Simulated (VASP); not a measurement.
# ZnPb with AM05: from relaxation to properties, part 4 of 4

What structure does ZnPb take at this level, and what are its properties? The cell is invented: it takes the structure of a Materials Project entry for MgCd (space group 166 there), with all of its atoms replaced by other elements, volume scaled by an estimate. It may not be a known or stable phase.

VASP 6.6.1, plane waves and PAW; the level of theory is named at each step.

Still holding for the runs below: The k-mesh is coarse for a metal.

So far. Step 5 (Bands along the symmetry lines (AM05)): There is no gap at this level. Step 6 (Total and projected DOS (AM05)): The finer mesh and the other smearing move the Fermi level by -0.14 eV from the 8×8×8 run, one measure of the sampling error in the zero of the bands above. The relaxed cell has a = 3.489, c = 13.285 Å (conventional setting).

**9. Bands along the symmetry lines (AM05 + SOC)**

This step: AM05, spin-orbit coupling; plane waves and PAW (Pb_d, Zn); invented cell (VASP 6.6.1).

Levels along the symmetry lines show where the bands peak and cross; KPOINTS_OPT computes them in the converged potential. Spin-orbit coupling needs spinors and the noncollinear program, where each band holds one electron.

Input file INCAR:

```
SYSTEM = ZnPb
PREC = Accurate
ENCUT = 400
EDIFF = 1E-06
NELM = 100
ISMEAR = 1
SIGMA = 0.2
LREAL = .FALSE.
ALGO = Normal
GGA = AM
LNONCOLLINEAR = .TRUE.
MAGMOM = 0 0 0 0 0 0
NBANDS = 38
GGA_COMPAT = .FALSE.
LASPH = .TRUE.
LSORBIT = .TRUE.
LORBIT = 11
LWAVE = .FALSE.
LCHARG = .FALSE.
```

Input file POSCAR:

```
ZnPb
1.0
    1.7443065733      1.0070755543      4.4282740905
   -1.7443065733      1.0070755543      4.4282740905
    0.0000000000     -2.0141511084      4.4282740905
Pb Zn
1 1
Direct
    0.0000000000      0.0000000000      0.0000000000
    0.5000000000      0.5000000000      0.5000000000
```

Input file KPOINTS:

```
Automatic mesh
0
Gamma
6 6 6
0 0 0
```

Input file KPOINTS_OPT:

```
Line mode
16
Line-mode
Reciprocal
  0.00000000   0.00000000   0.00000000 GAMMA
  0.50000000   0.00000000   0.00000000 L

  0.50000000   0.00000000   0.00000000 L
  0.50000000   0.20114640  -0.20114640 B1

  0.79885360   0.50000000   0.20114640 B
  0.50000000   0.50000000   0.50000000 Z

  0.50000000   0.50000000   0.50000000 Z
  0.00000000   0.00000000   0.00000000 GAMMA

  0.00000000   0.00000000   0.00000000 GAMMA
  0.35057320   0.00000000  -0.35057320 X

  0.64942680   0.35057320   0.00000000 Q
  0.50000000   0.50000000   0.00000000 F

  0.50000000   0.50000000   0.00000000 F
  0.64942680   0.64942680   0.20114640 P1

  0.64942680   0.64942680   0.20114640 P1
  0.50000000   0.50000000   0.50000000 Z

  0.50000000   0.00000000   0.00000000 L
  0.79885360   0.35057320   0.35057320 P
```

PAW data sets: Pb_d and Zn (PBE family, release 64).

Launch:

```bash
$ mpirun -np 1 vasp_ncl
```

The program printed:

```text
[... set-up lines as in an earlier step ...]
 entering main loop
       N       E                     dE             d eps       ncg     rms          rms(c)
DAV:   1     0.233431196850E+03    0.23343E+03   -0.10481E+04  2432   0.154E+03
DAV:   2     0.163119249856E+02   -0.21712E+03   -0.20969E+03  2450   0.400E+02
DAV:   3    -0.452957168846E+01   -0.20841E+02   -0.20563E+02  2874   0.147E+02
DAV:   4    -0.520766540645E+01   -0.67809E+00   -0.67729E+00  2858   0.282E+01
DAV:   5    -0.523740705828E+01   -0.29742E-01   -0.29739E-01  3588   0.561E+00    0.203E+00
DAV:   6    -0.510069803383E+01    0.13671E+00   -0.51448E-01  3094   0.131E+01    0.168E+00
DAV:   7    -0.509281906523E+01    0.78790E-02   -0.62081E-02  2722   0.312E+00    0.743E-01
DAV:   8    -0.508939452953E+01    0.34245E-02   -0.63050E-03  3248   0.107E+00    0.211E-01
DAV:   9    -0.508930802124E+01    0.86508E-04   -0.56378E-04  2986   0.225E-01    0.859E-02
DAV:  10    -0.508927515137E+01    0.32870E-04   -0.82858E-05  2780   0.114E-01    0.214E-02
DAV:  11    -0.508927479766E+01    0.35371E-06   -0.23750E-05  2870   0.655E-02    0.830E-03
DAV:  12    -0.508927521180E+01   -0.41414E-06   -0.29332E-06  2684   0.203E-02
   1 F= -.50892752E+01 E0= -.50887482E+01  d E =-.158114E-02  mag=    -0.0000     0.0000     0.0000
 Start KPOINTS_OPT (optional k-point list driver)
k-point batch [1-32\144]
       N       E                     dE             ncg
DAV:   1     0.370577020973E+04   -0.14882E+05     2432
DAV:   2    -0.328991495922E+04   -0.69957E+04     2486
DAV:   3    -0.396837040633E+04   -0.67846E+03     2734
DAV:   4    -0.399153455945E+04   -0.23164E+02     2854
DAV:   5    -0.399251302172E+04   -0.97846E+00     3546
DAV:   6    -0.399252790242E+04   -0.14881E-01     2950
DAV:   7    -0.399252827344E+04   -0.37102E-03     3586
DAV:   8    -0.399252827858E+04   -0.51430E-05     2522
DAV:   9    -0.399252827879E+04   -0.20834E-06     1702
[...]
k-point batch [129-144\144]
       N       E                     dE             ncg
DAV:   1     0.103257186585E+05   -0.10712E+05     1216
DAV:   2     0.681319969014E+04   -0.35125E+04     1264
DAV:   3     0.647884914481E+04   -0.33435E+03     1322
DAV:   4     0.646748418486E+04   -0.11365E+02     1496
DAV:   5     0.646701105343E+04   -0.47313E+00     1694
DAV:   6     0.646700587914E+04   -0.51743E-02     1434
DAV:   7     0.646700571417E+04   -0.16497E-03     1774
DAV:   8     0.646700571241E+04   -0.17636E-05     1162
DAV:   9     0.646700571230E+04   -0.11235E-06      778
```

Wall time 11 min (1 MPI rank of AMD EPYC 7R43, shared host); peak memory 0.27 GiB.

Parts of OUTCAR (step 9):

```text
   k-points           NKPTS =     32   k-points in BZ     NKDIM =     32   number of bands    NBANDS=     38

   NELECT =      26.0000    total number of electrons

 E-fermi :   5.2547

 k-point     1 :       0.0000    0.0000    0.0000
  band No.  band energies     occupation
    ...
     22      -1.5914      1.00000
     23       3.1288      1.00000
     24       3.1288      1.00000
     25       3.9975      1.00000
     26       3.9975      1.00000
     27      10.4083      0.00000
     28      10.4083      0.00000
     29      11.9088      0.00000
     30      11.9088      0.00000
     31      14.4275      0.00000
    ...

  Total        0.4442220      0.4442217     -0.4237616      0.0000000     -0.0000000     -0.0000000
  in kB       15.2489531     15.2489435    -14.5466014      0.0000000     -0.0000000     -0.0000000
  external PRESSURE =       5.3170984 kB  Pullay stress =       0.0000000 kB

 POSITION                                       TOTAL-FORCE (eV/Angst)
 -----------------------------------------------------------------------------------
      0.00000      0.00000      0.00000         0.000000      0.000000      0.000000
      0.00000      0.00000      6.64241         0.000000     -0.000000      0.000000
 -----------------------------------------------------------------------------------
    total drift:                               -0.000000     -0.000000     -0.000000

  FREE ENERGIE OF THE ION-ELECTRON SYSTEM (eV)
  ---------------------------------------------------
  free  energy   TOTEN  =        -5.0892752118 eV

  energy  without entropy=       -5.0876940696  energy(sigma->0) =       -5.08874816

 Spin-Orbit-Coupling matrix elements
 Ion:    1  E_soc:     -1.0976275
 Ion:    2  E_soc:     -0.0081079

 magnetization (x)
# of ion       s       p       d       tot
------------------------------------------
    1        0.000  -0.000   0.000  -0.000
    2       -0.000  -0.000   0.000  -0.000
--------------------------------------------------
tot          0.000  -0.000   0.000  -0.000

 magnetization (y)
# of ion       s       p       d       tot
------------------------------------------
    1        0.000   0.000   0.000   0.000
    2        0.000   0.000   0.000   0.000
--------------------------------------------------
tot          0.000   0.000   0.000   0.000

 magnetization (z)
# of ion       s       p       d       tot
------------------------------------------
    1        0.000   0.000   0.000   0.000
    2        0.000   0.000   0.000   0.000
--------------------------------------------------
tot          0.000   0.000   0.000   0.000

[... 6 parts as in an earlier step ...]

[... 10 further parts left out ...]
```

LASPH is on here and off in scalar runs of this session, so a comparison with those holds both changes.

Numbers from this step:

| Quantity | Value |
| --- | --- |
| SCF cycles | 12 |
| bands | 38 |
| irreducible k-points | 32 |
| free energy (TOTEN) | -5.089 eV |
| energy at zero smearing | -5.089 eV |
| Fermi energy | 5.255 eV |
| pressure | 0.5317 GPa |

On-site spin-orbit energy by atom:

| atom | on-site spin-orbit energy (eV) |
| --- | --- |
| Pb1 | -1.10 |
| Zn2 | -0.01 |

Electronic bands along the path, in eV, zero at the Fermi level; # counts the bands kept in this run, so #1 is VASP's band 11:

| point | #13 | #14 | #15 | #16 | #17 | #18 | #19 | #20 |
| --- | --- | --- | --- | --- | --- | --- | --- | --- |
| Γ | -2.13 | -2.13 | -1.26 | -1.26 | 5.15 | 5.15 | 6.65 | 6.65 |
| 0.47 of the way | -2.23 | -2.23 | 0.07 | 0.07 | 1.48 | 1.48 | 4.71 | 4.71 |
| L | -4.69 | -4.69 | 0.28 | 0.28 | 1.29 | 1.29 | 3.64 | 3.64 |
| 0.47 of the way | -4.26 | -4.26 | 0.07 | 0.07 | 0.98 | 0.98 | 1.78 | 1.78 |
| B1 | -2.98 | -2.98 | -2.42 | -2.42 | -1.65 | -1.65 | 2.66 | 2.66 |
| jump to B | -2.98 | -2.98 | -2.42 | -2.42 | -1.65 | -1.65 | 2.66 | 2.66 |
| 0.47 of the way | -5.37 | -5.37 | 0.03 | 0.03 | 1.53 | 1.53 | 6.06 | 6.06 |
| Z | -6.68 | -6.68 | 5.14 | 5.14 | 7.30 | 7.30 | 7.84 | 7.84 |
| 0.53 of the way | -4.98 | -4.98 | 2.48 | 2.48 | 5.35 | 5.35 | 6.85 | 6.85 |
| Γ | -2.13 | -2.13 | -1.26 | -1.26 | 5.15 | 5.15 | 6.65 | 6.65 |
| 0.53 of the way | -1.66 | -1.66 | -0.34 | -0.34 | 1.34 | 1.34 | 2.26 | 2.26 |
| X | -3.12 | -3.12 | -2.48 | -2.48 | -0.42 | -0.42 | 0.65 | 0.65 |
| jump to Q | -3.12 | -3.12 | -2.48 | -2.48 | -0.42 | -0.42 | 0.65 | 0.65 |
| 0.47 of the way | -3.62 | -3.62 | -1.67 | -1.67 | -1.38 | -1.38 | 0.76 | 0.76 |
| F | -4.02 | -4.02 | -1.90 | -1.90 | -1.23 | -1.23 | 2.19 | 2.19 |
| 0.47 of the way | -3.98 | -3.98 | -2.53 | -2.53 | -0.39 | -0.39 | 2.27 | 2.27 |
| P1 | -3.97 | -3.97 | -3.03 | -3.03 | 1.01 | 1.01 | 2.56 | 2.56 |
| 0.47 of the way | -5.72 | -5.72 | 0.32 | 0.32 | 3.77 | 3.77 | 4.87 | 4.87 |
| Z | -6.68 | -6.68 | 5.14 | 5.14 | 7.30 | 7.30 | 7.84 | 7.84 |
| jump to L | -4.69 | -4.69 | 0.28 | 0.28 | 1.29 | 1.29 | 3.64 | 3.64 |
| 0.47 of the way | -4.53 | -4.53 | -1.44 | -1.44 | 2.58 | 2.58 | 3.30 | 3.30 |
| P | -3.97 | -3.97 | -3.03 | -3.03 | 1.01 | 1.01 | 2.56 | 2.56 |

Of the projections kept (Pb, Zn), the largest for each band there, as a share of the weight inside these atoms' spheres; weight between the spheres isn't counted:

| point | #13 | #14 | #15 | #16 | #17 | #18 | #19 | #20 |
| --- | --- | --- | --- | --- | --- | --- | --- | --- |
| Γ | Pb 0.67 | Pb 0.67 | Zn 0.62 | Zn 0.62 | Pb 0.84 | Pb 0.84 | Pb 0.67 | Pb 0.67 |
| L | Zn 0.65 | Zn 0.65 | Pb 0.61 | Pb 0.61 | Zn 0.65 | Zn 0.65 | Pb 0.83 | Pb 0.83 |
| B1 | Pb 0.55 | Pb 0.55 | Zn 0.52 | Zn 0.52 | Pb 0.50 | Pb 0.50 | Pb 0.57 | Pb 0.57 |
| B | Pb 0.55 | Pb 0.55 | Zn 0.52 | Zn 0.52 | Pb 0.50 | Pb 0.50 | Pb 0.57 | Pb 0.57 |
| Z | Zn 0.85 | Zn 0.85 | Pb 0.90 | Pb 0.90 | Pb 0.90 | Pb 0.90 | Zn 0.59 | Zn 0.59 |
| Γ | Pb 0.67 | Pb 0.67 | Zn 0.62 | Zn 0.62 | Pb 0.84 | Pb 0.84 | Pb 0.67 | Pb 0.67 |

At these settings, which differ from those of the relaxation, the cell is under a pressure of 0.5 GPa.

**10. Summary of results**

| Property | Result |
| --- | --- |
| relaxed volume | 23.34 Å³/atom |
| relaxed conventional cell a, b, c | 3.489, 3.489, 13.285 Å; angles 90.0, 90.0, 120.0° |
| space group after relaxing, within 0.02 Å | R-3m (No. 166) |
| band gap | none, a metal |
| DOS at the Fermi level | 0.870 states/eV/cell |
| band gap (AM05 + SOC) | none, a metal |

In words: With AM05, ZnPb relaxes to 23.34 Å³/atom in space group R-3m (held by the symmetry of the run) and comes out as a metal. Not obtained: elastic tensor by finite strains (AM05), because the run hit its time limit. Bands along the symmetry lines (AM05): Of the bands kept, 2 cross the Fermi level on this path. Bands along the symmetry lines (AM05 + SOC): Of the bands kept, 4 cross the Fermi level on this path (spinor bands, one electron each). LASPH was switched on together with spin-orbit coupling, so shifts put down to the coupling hold both changes, and that of the mesh where it differs. The k-sampling is coarse for a metal, so the Fermi level, pressures and the shape of the cell carry errors. No search among competing phases was made. All values are for a static lattice at zero temperature.

[Lines on the potential files, build, host, timing and source positions are cut from VASP's logs without a mark.]

[Logs are printed without paths, hosts, clocks, repeated set-up lines and the standing remarks that a program may print on its own settings, such as how far it seeks lower states.]

[Hosts, paths, dates, database ids (printed as entryN), source tags and the programs' standing remarks are cut or masked in the printed files.]

[A measured line is paired with the nearest computed mode of its activity, which favours agreement.]

[In band tables of VASP the shares of atoms and orbitals are scaled to a sum of 1 inside the atoms' spheres.]
